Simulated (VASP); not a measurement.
# Mesh, vacuum, cutoff and functional for Pb(110), part 5 of 5

How far does the level below the vacuum of Pb(110) depend on the numerical settings, and how far on the functional?

VASP 6.6.1, plane waves and PAW; the level of theory is named at each step.

So far, highest filled level below the vacuum (eV): step 2 (the base run, PBEsol) 3.76; step 12 (a lower cutoff, ENCUT 280, PBEsol) 3.76; step 13 (another smearing width, SIGMA 0.02, PBEsol) 3.75; step 14 (another smearing width, SIGMA 0.4, PBEsol) 3.76; step 15 (another level, functional LDA, disp none) 3.98.

## 17. Another level, functional RPBE, disp none

This step: RPBE; plane waves and PAW (Pb) (VASP 6.6.1).

The input, INCAR:

```
SYSTEM = Pb
PREC = Normal
ENCUT = 350
EDIFF = 1E-06
NELM = 120
ISMEAR = 1
SIGMA = 0.1
LREAL = .FALSE.
ALGO = Normal
GGA = RP
NBANDS = 21
LORBIT = 11
LWAVE = .FALSE.
LCHARG = .FALSE.
KPAR = 4
IDIPOL = 3
LDIPOL = .TRUE.
DIPOL = 0.5 0.5 0.5
LVHAR = .TRUE.
LVACPOTAV = .TRUE.
```

The input, POSCAR:

```
Pb
1.0
    4.9500000000      0.0000000000      0.0000000000
    0.0000000000      3.5001785669      0.0000000000
    0.0000000000      0.0000000000     28.5005357006
Pb
7
Direct
    0.0000000000      0.0000000000      0.3157835381
    0.5000000000      0.5000000000      0.3771890254
    0.0000000000      0.0000000000      0.4385945127
    0.5000000000      0.5000000000      0.5000000000
    0.0000000000      0.0000000000      0.5614054873
    0.5000000000      0.5000000000      0.6228109746
    0.0000000000      0.0000000000      0.6842164619
```

The input, KPOINTS:

```
Automatic mesh
0
Gamma
5 7 1
0 0 0
```

Potentials, in the order of the species: Pb (PBE family, release 64).

Run with:

```
$ mpirun -np 4 vasp_std
```

The program printed:

```text
[... set-up lines as in an earlier step ...]
 entering main loop
       N       E                     dE             d eps       ncg     rms          rms(c)
DAV:   1     0.143398949157E+03    0.14340E+03   -0.64098E+03   504   0.676E+02
DAV:   2    -0.421972599854E+01   -0.14762E+03   -0.14221E+03   735   0.124E+02
DAV:   3    -0.209717646222E+02   -0.16752E+02   -0.16501E+02   600   0.503E+01
DAV:   4    -0.218188539874E+02   -0.84709E+00   -0.84128E+00   795   0.115E+01
[...]
DAV:  20    -0.216115605484E+02   -0.63798E-05   -0.22760E-06   535   0.305E-03    0.717E-03
DAV:  21    -0.216115746678E+02   -0.14119E-04   -0.34477E-06   499   0.500E-03    0.396E-03
DAV:  22    -0.216115752820E+02   -0.61419E-06   -0.19998E-07   457   0.191E-03
 [... a notice as in an earlier step ...]

   1 F= -.21611575E+02 E0= -.21609455E+02  d E =-.636087E-02
```

Run time: 22 s. Hardware: 4 MPI ranks of AMD EPYC 7R43, shared host; peak memory 0.89 GiB.

From OUTCAR (step 17):

```text
  Total        1.6170618      2.0866490      2.4188378      0.0000000      0.0000000      0.0000000
  in kB        5.2467307      6.7703568      7.8481792      0.0000000      0.0000000      0.0000000
  external PRESSURE =       6.6217555 kB  Pullay stress =       0.0000000 kB

 POSITION                                       TOTAL-FORCE (eV/Angst)
 -----------------------------------------------------------------------------------
      0.00000      0.00000      9.00000         0.000000     -0.000000      0.071951
      2.47500      1.75009     10.75009         0.000000     -0.000000     -0.418554
      0.00000      0.00000     12.50018         0.000000     -0.000000     -0.067798
      2.47500      1.75009     14.25027         0.000000     -0.000000      0.000000
      0.00000      0.00000     16.00036         0.000000      0.000000      0.067798
      2.47500      1.75009     17.75045         0.000000     -0.000000      0.418554
      0.00000      0.00000     19.50054         0.000000     -0.000000     -0.071951
 -----------------------------------------------------------------------------------
    total drift:                               -0.000000     -0.000000     -0.000000

  FREE ENERGIE OF THE ION-ELECTRON SYSTEM (eV)
  ---------------------------------------------------
  free  energy   TOTEN  =       -21.6115752820 eV

  energy  without entropy=      -21.6052144089  energy(sigma->0) =      -21.60945499

[... 2 parts as in an earlier step ...]

[... 1 further part left out ...]
[key lines of the parts left out:]
E-fermi :   0.1834
```

Against the base run its depth below the vacuum changes by -0.22 eV.

## 18. Another level, functional optB88-vdW, disp nonlocal

This step: optB88-vdW; plane waves and PAW (Pb) (VASP 6.6.1).

INCAR, as its differences from that of step 17:

```diff
@@ -9,3 +9,8 @@
 ALGO = Normal
-GGA = RP
+GGA = BO
+AGGAC = 0
+LUSE_VDW = .TRUE.
+PARAM1 = 0.1833333333
+PARAM2 = 0.22
+LASPH = .TRUE.
 NBANDS = 21
```

POSCAR is that of step 17.

KPOINTS is that of step 17.

Run with:

```
$ mpirun -np 4 vasp_std
```

The program printed:

```text
[banner, memory and clock lines left out]
running    4 mpi-ranks, on    1 nodes
[...]
|                                                                             |
|               ----> ADVICE to this user running VASP <----                  |
|                                                                             |
|     You have switched on vdW-DFT.                                           |
|     This routine was written and supplied by Jiri Klimes. We recommend      |
|     that you carefully read and cite the following publications:            |
|       J. Klimes, D.R. Bowler, A. Michelides                                 |
|          J. Phys.: Cond Matt. 22 022201 (2010)                              |
|       J. Klimes, D.R. Bowler, A. Michelides                                 |
|          Phys. Rev. B. 83, 195131 (2011)                                    |
|     and references therein.                                                 |
|                                                                             |

 [... a notice as in an earlier step ...]

 LDA part: xc-table for (Slater+PW92), standard interpolation
 POSCAR, INCAR and KPOINTS ok, starting setup
[...]
entering main loop
       N       E                     dE             d eps       ncg     rms          rms(c)
DAV:   1     0.161156340252E+03    0.16116E+03   -0.64041E+03   504   0.676E+02
DAV:   2     0.125142891994E+02   -0.14864E+03   -0.14320E+03   738   0.124E+02
DAV:   3    -0.418054004383E+01   -0.16695E+02   -0.16446E+02   595   0.503E+01
DAV:   4    -0.498979665981E+01   -0.80926E+00   -0.80298E+00   790   0.113E+01
[...]
DAV:  20    -0.479163832140E+01   -0.62907E-05   -0.45292E-06   566   0.431E-03    0.314E-03
DAV:  21    -0.479165094202E+01   -0.12621E-04   -0.14916E-05   497   0.103E-02    0.230E-03
DAV:  22    -0.479165160046E+01   -0.65845E-06   -0.39369E-06   452   0.681E-03
 [... a notice as in an earlier step ...]

   1 F= -.47916516E+01 E0= -.47902702E+01  d E =-.414409E-02
```

Elapsed: 1.9 min, on 4 MPI ranks; peak memory 2 GiB.

From OUTCAR (step 18):

```text
  Total       -0.9112145     -0.4875790      0.5614651      0.0000000      0.0000000      0.0000000
  in kB       -2.9565335     -1.5820024      1.8217338      0.0000000      0.0000000      0.0000000
  external PRESSURE =      -0.9056007 kB  Pullay stress =       0.0000000 kB

 POSITION                                       TOTAL-FORCE (eV/Angst)
 -----------------------------------------------------------------------------------
      0.00000      0.00000      9.00000        -0.000000      0.000000      0.217304
      2.47500      1.75009     10.75009        -0.000000      0.000000     -0.382440
      0.00000      0.00000     12.50018        -0.000000      0.000000     -0.039815
      2.47500      1.75009     14.25027        -0.000000      0.000000      0.000000
      0.00000      0.00000     16.00036         0.000000      0.000000      0.039815
      2.47500      1.75009     17.75045        -0.000000      0.000000      0.382440
      0.00000      0.00000     19.50054        -0.000000      0.000000     -0.217304
 -----------------------------------------------------------------------------------
    total drift:                                0.000000      0.000000     -0.000000

  FREE ENERGIE OF THE ION-ELECTRON SYSTEM (eV)
  ---------------------------------------------------
  free  energy   TOTEN  =        -4.7916516005 eV

  energy  without entropy=       -4.7875075112  energy(sigma->0) =       -4.79027024

[... 2 parts as in an earlier step ...]

[... 1 further part left out ...]
[key lines of the parts left out:]
E-fermi :  -0.1728
```

Against the base run its depth below the vacuum changes by +0.21 eV.

## 19. Another level, functional r2SCAN, disp none

This step: r2SCAN; plane waves and PAW (Pb) (VASP 6.6.1).

INCAR, as its differences from that of step 18:

```diff
@@ -9,7 +9,3 @@
 ALGO = Normal
-GGA = BO
-AGGAC = 0
-LUSE_VDW = .TRUE.
-PARAM1 = 0.1833333333
-PARAM2 = 0.22
+METAGGA = R2SCAN
 LASPH = .TRUE.
```

POSCAR is that of step 18.

KPOINTS is that of step 18.

Run with:

```
$ mpirun -np 4 vasp_std
```

The program printed:

```text
[banner, memory and clock lines left out]
running    4 mpi-ranks, on    1 nodes
[...]
[... a notice as in an earlier step ...]

 LDA part: xc-table for (None), standard interpolation
 POSCAR, INCAR and KPOINTS ok, starting setup
[...]
entering main loop
       N       E                     dE             d eps       ncg     rms          rms(c)
DAV:   1    -0.223625240119E+03   -0.22363E+03   -0.65940E+03   504   0.692E+02
DAV:   2    -0.376407492825E+03   -0.15278E+03   -0.14757E+03   754   0.127E+02
DAV:   3    -0.393274404128E+03   -0.16867E+02   -0.16627E+02   592   0.516E+01
DAV:   4    -0.394118345350E+03   -0.84394E+00   -0.83800E+00   809   0.119E+01
[...]
DAV:  28    -0.393234889915E+03   -0.27486E-05   -0.29563E-07   436   0.314E-03    0.201E-03
DAV:  29    -0.393234893640E+03   -0.37251E-05   -0.30170E-07   438   0.384E-03    0.564E-04
DAV:  30    -0.393234894335E+03   -0.69464E-06   -0.83649E-08   402   0.211E-03
 [... a notice as in an earlier step ...]

   1 F= -.39323489E+03 E0= -.39323229E+03  d E =-.782625E-02
```

Elapsed: 97 s, on 4 MPI ranks; peak memory 0.98 GiB; 6.4 min of CPU time.

From OUTCAR (step 19):

```text
  Total       -1.8826946     -1.6997412     -1.0409924      0.0000000      0.0000000      0.0000000
  in kB       -6.1086048     -5.5149931     -3.3776116      0.0000000      0.0000000      0.0000000
  external PRESSURE =      -5.0004031 kB  Pullay stress =       0.0000000 kB

 POSITION                                       TOTAL-FORCE (eV/Angst)
 -----------------------------------------------------------------------------------
      0.00000      0.00000      9.00000        -0.000000      0.000000      0.396541
      2.47500      1.75009     10.75009         0.000000     -0.000000     -0.403627
      0.00000      0.00000     12.50018         0.000000      0.000000     -0.085604
      2.47500      1.75009     14.25027         0.000000      0.000000      0.000000
      0.00000      0.00000     16.00036         0.000000     -0.000000      0.085604
      2.47500      1.75009     17.75045         0.000000      0.000000      0.403627
      0.00000      0.00000     19.50054         0.000000      0.000000     -0.396541
 -----------------------------------------------------------------------------------
    total drift:                               -0.000000      0.000000      0.000000

  FREE ENERGIE OF THE ION-ELECTRON SYSTEM (eV)
  ---------------------------------------------------
  free  energy   TOTEN  =      -393.2348943350 eV

  energy  without entropy=     -393.2270680848  energy(sigma->0) =     -393.23228558

[... 2 parts as in an earlier step ...]

[... 1 further part left out ...]
[key lines of the parts left out:]
E-fermi :  -0.0111
```

Against the base run its depth below the vacuum changes by -0.04 eV.

## 20. Comparing the runs

Times are for 4 MPI ranks of AMD EPYC 7R43, shared host. Results by setting:

```
no.  functional  highest filled level below the vacuum (eV)     time  memory (GiB)
  1         LDA                                       3.981     23 s          0.75
  2         PBE                                       3.678     25 s          0.89
  3        RPBE                                       3.537     22 s          0.89
  4  optB88-vdW                                       3.971  1.9 min           2.0
  5      r2SCAN                                       3.723     97 s          0.98
```

## 21. With spin orbit coupling

This step: PBEsol, spin-orbit coupling; plane waves and PAW (Pb) (VASP 6.6.1).

For heavy elements spin-orbit coupling shifts the highest filled levels.

INCAR, as its differences from that of step 19:

```diff
@@ -9,5 +9,9 @@
 ALGO = Normal
-METAGGA = R2SCAN
+GGA = PS
+LNONCOLLINEAR = .TRUE.
+MAGMOM = 0 0 0 0 0 0 0 0 0 0 0 0 0 0 0 0 0 0 0 0 0
+NBANDS = 42
+GGA_COMPAT = .FALSE.
 LASPH = .TRUE.
-NBANDS = 21
+LSORBIT = .TRUE.
 LORBIT = 11
```

POSCAR is that of step 19.

KPOINTS is that of step 19.

Run with:

```
$ mpirun -np 4 vasp_ncl
```

The program printed:

```text
[... set-up lines as in an earlier step ...]
 entering main loop
       N       E                     dE             d eps       ncg     rms          rms(c)
DAV:   1     0.138641889637E+03    0.13864E+03   -0.63109E+03  1024   0.676E+02
DAV:   2    -0.953438237379E+01   -0.14818E+03   -0.14173E+03  1472   0.130E+02
DAV:   3    -0.284362476390E+02   -0.18902E+02   -0.18524E+02  1230   0.526E+01
DAV:   4    -0.294194669014E+02   -0.98322E+00   -0.97736E+00  1496   0.126E+01
[...]
DAV:  27    -0.292087177027E+02   -0.32680E-05   -0.10466E-07   790   0.507E-04    0.221E-04
DAV:  28    -0.292087194284E+02   -0.17257E-05   -0.74305E-08   782   0.376E-04    0.935E-05
DAV:  29    -0.292087198759E+02   -0.44754E-06   -0.15578E-08   738   0.192E-04
 [... a notice as in an earlier step ...]

   1 F= -.29208720E+02 E0= -.29209508E+02  d E =0.236407E-02  mag=     0.0000     0.0000    -0.0000
```

Wall time 2.1 min (4 MPI ranks); peak memory 2.5 GiB.

OUTCAR, selected parts (step 21):

```text
  Total       -3.0375370     -3.4549454     -1.2711201     -0.0000000      0.0000000      0.0000000
  in kB       -9.8556151    -11.2099416     -4.1242857     -0.0000000      0.0000000      0.0000000
  external PRESSURE =      -8.3966142 kB  Pullay stress =       0.0000000 kB

 POSITION                                       TOTAL-FORCE (eV/Angst)
 -----------------------------------------------------------------------------------
      0.00000      0.00000      9.00000         0.000000      0.000000      0.349909
      2.47500      1.75009     10.75009         0.000000      0.000000     -0.354024
      0.00000      0.00000     12.50018         0.000000      0.000000      0.023567
      2.47500      1.75009     14.25027         0.000000      0.000000      0.000000
      0.00000      0.00000     16.00036         0.000000     -0.000000     -0.023567
      2.47500      1.75009     17.75045         0.000000      0.000000      0.354024
      0.00000      0.00000     19.50054         0.000000      0.000000     -0.349909
 -----------------------------------------------------------------------------------
    total drift:                                0.000000     -0.000000     -0.000000

  FREE ENERGIE OF THE ION-ELECTRON SYSTEM (eV)
  ---------------------------------------------------
  free  energy   TOTEN  =       -29.2087198759 eV

  energy  without entropy=      -29.2110839411  energy(sigma->0) =      -29.20950790

 magnetization (x)
# of ion       s       p       d       tot
------------------------------------------
    1        0.000   0.000   0.000   0.000
    2        0.000   0.000   0.000   0.000
    3        0.000   0.000   0.000   0.000
    4        0.000   0.000   0.000   0.000
    5        0.000   0.000   0.000   0.000
    6        0.000   0.000   0.000   0.000
    7        0.000   0.000   0.000   0.000
--------------------------------------------------
tot          0.000   0.000   0.000   0.000

 magnetization (y)
# of ion       s       p       d       tot
------------------------------------------
    1        0.000   0.000   0.000   0.000
    2        0.000   0.000   0.000   0.000
    3        0.000   0.000   0.000   0.000
    4        0.000   0.000   0.000   0.000
    5        0.000   0.000   0.000   0.000
    6        0.000   0.000   0.000   0.000
    7        0.000   0.000   0.000   0.000
--------------------------------------------------
tot          0.000   0.000   0.000   0.000

 magnetization (z)
# of ion       s       p       d       tot
------------------------------------------
    1        0.000   0.000   0.000   0.000
    2        0.000   0.000   0.000   0.000
    3        0.000  -0.000   0.000  -0.000
    4        0.000   0.000   0.000   0.000
    5        0.000   0.000   0.000   0.000
    6        0.000  -0.000   0.000  -0.000
    7        0.000   0.000   0.000   0.000
--------------------------------------------------
tot          0.000   0.000   0.000   0.000

[... 1 part as in an earlier step ...]

[... 2 further parts left out ...]
[key lines of the parts left out:]
E-fermi :  -0.1308
```

LASPH is switched on together with spin-orbit coupling, so the change from the scalar run holds both.

This step gave:

- electronic cycles: 29
- free energy (TOTEN): -29.21 eV
- energy at zero smearing: -29.21 eV
- Fermi energy: -0.1308 eV
- vacuum levels: 3.646, 3.646 eV
- work functions of the upper and lower face: 3.777, 3.777 eV
- highest filled level below the vacuum: 3.777 eV

Against the base run its depth below the vacuum changes by +0.02 eV.

## 22. The ladder

Times are for 4 MPI ranks of AMD EPYC 7R43, shared host. Results by setting:

```
no.                       run  electronic cycles  bands  free energy (TOTEN) (eV)  eigenvalues first band  highest filled level below the vacuum (eV)     time  memory (GiB)
  1                  base run                 21     21                    -26.87                       2                                       3.760     22 s          0.88
  2    series over the cutoff                 28     21                    -26.87                       2                                       3.757     11 s          0.56
  3    series over the cutoff                 21     21                    -26.87                       2                                       3.759     14 s          0.65
  4  series over the smearing                 23     21                    -26.86                       2                                       3.755     22 s          0.88
  5  series over the smearing                 21     21                    -26.88                       2                                       3.762     21 s          0.87
  6  with spin orbit coupling                 29     42                    -29.21                      15                                       3.777  2.1 min           2.5
```

## 23. All runs together

This step: slab, study of settings, base PBEsol; plane waves and PAW (VASP 6.6.1).

Derived from the runs above.

Numbers from this step:

- highest filled level below the vacuum: 3.760 eV

Energies of other functionals are not comparable and are left out. All runs:

```
change from the base run  level below the vacuum (eV)  shift (eV)  energy change (meV/atom)  core seconds
                    base                         3.76           0                         0            88
              mesh 2 x 2                        3.938       0.178                    -387.2          30.4
              mesh 3 x 4                        3.544      -0.216                      61.7          49.6
             mesh 8 x 10                        3.764       0.004                       0.1           208
              vacuum 5 A                            -           -                      -9.9          40.8
              vacuum 8 A                            -           -                      -0.1          47.2
             vacuum 24 A                        3.756      -0.004                      -0.1           120
           cutoff 210 eV                        3.757      -0.003                       0.4          45.6
           cutoff 280 eV                        3.759      -0.001                       0.1          54.4
        smearing 0.02 eV                        3.755      -0.005                       0.6            88
         smearing 0.4 eV                        3.762       0.001                      -1.6            84
                     LDA                        3.981        0.22                         -            92
                     PBE                        3.678      -0.082                         -           100
                    RPBE                        3.537      -0.224                         -            88
              optB88-vdW                        3.971       0.211                         -           452
                  r2SCAN                        3.723      -0.037                         -           388
     spin-orbit coupling                        3.777       0.017                         -           516
```

## 24. What came out

```yaml
highest_filled_level_below_the_vacuum: 3.76 eV
```

The base run puts the highest filled level 3.76 eV below the vacuum at the upper face. Among the meshes tried the largest shift is -0.22 eV (mesh 3 x 4, at 0.56 times the cost). The vacuum widths shift it by about 0.01 eV or less. The lower cutoffs shift it by about 0.01 eV or less. The smearing widths shift it by about 0.01 eV or less. With vacuum 5 A and vacuum 8 A the program printed no vacuum level, so no level is given there, and the line on vacuum widths holds for the others alone. The functionals span 0.44 eV, from RPBE to LDA. The program warns that it found no field-free region at its default tolerance, also in runs whose level could not be checked against a flat part of the potential; that adds doubt to those levels. The thickness of the slab was not varied, and the small cell can't reconstruct. The run with spin-orbit coupling also switches on LASPH, which the base run lacks. Costs come from a shared host, and the base run also writes a finer density of states, so small ratios mean little. All runs hold the atoms as cut and share one family of PAW data sets, so relaxation and each functional's own lattice are left out. LASPH is on in the runs with optB88-vdW and r2SCAN and off in those with LDA, PBE, PBEsol and RPBE, so these rows differ in more than the functional.

[Lines on the potential files, build, host, timing and source positions are cut from VASP's logs without a mark.]

[Logs are printed without paths, hosts, clocks, repeated set-up lines and the standing remarks that a program may print on its own settings, such as how far it seeks lower states.]

[Hosts, paths, dates, database ids (printed as entryN), source tags and the programs' standing remarks are cut or masked in the printed files.]

[In band tables of VASP the shares of atoms and orbitals are scaled to a sum of 1 inside the atoms' spheres.]

[Runs that stopped without an error message from VASP are left out.]
